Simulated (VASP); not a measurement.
All values below come from TPSS meta-GGA, VASP's PBE PAW potentials (set 64) (plane waves; VASP).

Input for VASP

### INCAR
```
! general
SYSTEM  = La2O3
PREC    = Accurate
ENCUT   = 520
LREAL   = .False.   ! projection in real space or not
LASPH   = .True.

! electronic loop
EDIFF   = 1E-6
NELM    = 100   ! most electronic steps
ALGO    = Normal
LMAXMIX = 6   ! l cut-off of mixed one-centre charges
LMIXTAU = .True.

! smearing
ISMEAR  = 0   ! Gaussian
SIGMA   = 0.05   ! width (eV)

! functional
METAGGA = TPSS

! ions
IBRION  = 2   ! conjugate gradients
NSW     = 60   ! most ionic steps
ISIF    = 3   ! ions, shape and volume
EDIFFG  = -0.02   ! ionic stop

! output
LWAVE   = .False.
LCHARG  = .False.
```

**POSCAR**
```
La2O3
1
    1.9690791904    -3.4105451111    -0.0000000000
    1.9690791904     3.4105451111     0.0000000000
   -0.0000000000    -0.0000000000     6.0936116180
La O
2 3
Direct
  0.3333330000   0.6666670000   0.2454579624
  0.6666670000   0.3333330000   0.7545420376
  0.0000000000   0.0000000000   0.0000000000
  0.3333330000   0.6666670000   0.6462937881
  0.6666670000   0.3333330000   0.3537062119
```

File KPOINTS:
```
K-points
0
G
  6 6 4
```

POTCAR, in this order: La O (PBE.64 set). Program: vasp_std.

The run wrote:

OSZICAR:
```
       N       E                     dE             d eps       ncg     rms          rms(c)
DAV:   1     0.468956397011E+03    0.46896E+03   -0.16161E+04  1168   0.261E+03
DAV:   2     0.915159585969E+02   -0.37744E+03   -0.37246E+03  1688   0.439E+02
DAV:   3    -0.916239487019E+01   -0.10068E+03   -0.99781E+02  2080   0.232E+02
DAV:   4    -0.244800159968E+02   -0.15318E+02   -0.15303E+02  2096   0.906E+01
DAV:   5    -0.252743026663E+02   -0.79429E+00   -0.79390E+00  2016   0.241E+01    0.144E+01
DAV:   6    -0.687687749957E+02   -0.43494E+02   -0.20890E+02  1240   0.144E+02    0.130E+01
DAV:   7    -0.663171871364E+02    0.24516E+01   -0.11922E+01  2256   0.391E+01    0.114E+01
DAV:   8    -0.655510001728E+02    0.76619E+00   -0.11607E+00  2280   0.848E+00    0.945E+00
DAV:   9    -0.635084729859E+02    0.20425E+01   -0.12041E+01  1816   0.234E+01    0.193E+00
DAV:  10    -0.641915020951E+02   -0.68303E+00   -0.57549E+00  2008   0.156E+01    0.563E+00
DAV:  11    -0.635621580895E+02    0.62934E+00   -0.97317E+00  1920   0.234E+01    0.198E+00
DAV:  12    -0.638800225175E+02   -0.31786E+00   -0.60410E-01  1896   0.692E+00    0.288E+00
DAV:  13    -0.637006267083E+02    0.17940E+00   -0.16365E+00  1784   0.832E+00    0.396E-01
DAV:  14    -0.637187931155E+02   -0.18166E-01   -0.10447E-01  1960   0.312E+00    0.575E-01
DAV:  15    -0.637066517210E+02    0.12141E-01   -0.30967E-02  1904   0.144E+00    0.211E-01
DAV:  16    -0.637169251362E+02   -0.10273E-01   -0.70543E-03  1856   0.752E-01    0.821E-02
DAV:  17    -0.637180429216E+02   -0.11178E-02   -0.59656E-03  1808   0.592E-01    0.127E-01
DAV:  18    -0.637180520902E+02   -0.91686E-05   -0.13323E-03  2184   0.327E-01    0.997E-02
DAV:  19    -0.637181614601E+02   -0.10937E-03   -0.49509E-04  2280   0.154E-01    0.925E-02
DAV:  20    -0.637185814023E+02   -0.41994E-03   -0.19898E-03  2120   0.310E-01    0.623E-02
DAV:  21    -0.637185910214E+02   -0.96192E-05   -0.17803E-04  2080   0.103E-01    0.657E-02
DAV:  22    -0.637185895976E+02    0.14238E-05   -0.11812E-05  2144   0.266E-02    0.674E-02
DAV:  23    -0.637188130078E+02   -0.22341E-03   -0.84180E-04  1920   0.198E-01    0.590E-02
DAV:  24    -0.637187863230E+02    0.26685E-04   -0.80225E-05  2224   0.885E-02    0.579E-02
DAV:  25    -0.637188347619E+02   -0.48439E-04   -0.34184E-05  1896   0.507E-02    0.571E-02
DAV:  26    -0.637188696748E+02   -0.34913E-04   -0.21601E-05  2208   0.431E-02    0.543E-02
DAV:  27    -0.637188880663E+02   -0.18392E-04   -0.27429E-06  1592   0.146E-02    0.535E-02
DAV:  28    -0.637188857828E+02    0.22835E-05   -0.31137E-07   848   0.106E-02    0.539E-02
DAV:  29    -0.637188862268E+02   -0.44395E-06   -0.23195E-07   776   0.652E-03
   1 F= -.63718886E+02 E0= -.63718886E+02  d E =-.637189E+02
```

File OUTCAR:
```
------------------------ aborting loop because EDIFF is reached ----------------------------------------
  FORCE on cell =-STRESS in cart. coord.  units (eV):
  Direction    XX          YY          ZZ          XY          YZ          ZX
  --------------------------------------------------------------------------------------
  Total        0.0625373      0.0625373      0.0071290      0.0000000      0.0000000     -0.0000000
  in kB        1.2242167      1.2242166      0.1395559      0.0000000      0.0000000     -0.0000000
  external PRESSURE =       0.8626631 kB  Pullay stress =       0.0000000 kB
  volume of cell :       81.84
      direct lattice vectors                 reciprocal lattice vectors
     1.969079190 -3.410545111  0.000000000     0.253925796 -0.146604130  0.000000000
     1.969079190  3.410545111  0.000000000     0.253925796  0.146604130  0.000000000
     0.000000000  0.000000000  6.093611618     0.000000000  0.000000000  0.164106291
 POSITION                                       TOTAL-FORCE (eV/Angst)
 -----------------------------------------------------------------------------------
      1.96908      1.13685      1.49573         0.000000      0.000000     -0.018673
      1.96908     -1.13685      4.59789        -0.000000     -0.000000      0.018673
      0.00000      0.00000      0.00000         0.000000      0.000000      0.000000
      1.96908      1.13685      3.93826        -0.000000     -0.000000      0.018172
      1.96908     -1.13685      2.15535         0.000000      0.000000     -0.018172
 -----------------------------------------------------------------------------------
    total drift:                                0.000000      0.000000      0.000000
  FREE ENERGIE OF THE ION-ELECTRON SYSTEM (eV)
  ---------------------------------------------------
  free  energy   TOTEN  =       -63.7188862268 eV

  energy  without entropy=      -63.7188862268  energy(sigma->0) =      -63.71888623

 reached required accuracy - stopping structural energy minimisation
```
(Selected blocks of OUTCAR.)

The compound is La2O3 in the a-type structure. It was relaxed first. The start is the result of an earlier pass.
